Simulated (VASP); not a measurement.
TiN (rock salt) relaxed at rising pressure, in one space group throughout; other phases were not tried. The pressures are those reached. Computed with PBE GGA, VASP's PBE PAW potentials (set 64) (plane waves; VASP 6.6.1).

```json
[
 {"P (GPa)": "-0.12", "V (Å³/atom)": "9.588", "k-mesh": "15×15×15"},
 {"P (GPa)": "4.96", "V (Å³/atom)": "9.419", "k-mesh": "15×15×15"},
 {"P (GPa)": "9.93", "V (Å³/atom)": "9.269", "k-mesh": "15×15×15"},
 {"P (GPa)": "19.80", "V (Å³/atom)": "9.002", "k-mesh": "15×15×15"},
 {"P (GPa)": "29.77", "V (Å³/atom)": "8.766", "k-mesh": "15×15×15"}
]
```

Q: Fit an equation of state and predict the volume at 44.96 GPa.

A: Least squares on the third-order Birch-Murnaghan form, P = (3B0/2)(y⁷ − y⁵)[1 + (3/4)(B′ − 4)(y² − 1)] with y = (V0/V)^(1/3), gives V0 = 9.583 Å³/atom, B0 = 278 GPa and B′ = 4.1, and so 8.457 Å³/atom. The run gave 8.459 Å³/atom, +0.0 % from the fit.

Pressures at which the relaxation failed are left out.

The compound is TiN in the rock salt structure. The electron count is odd and the run is not spin-polarised, which forces a metal.
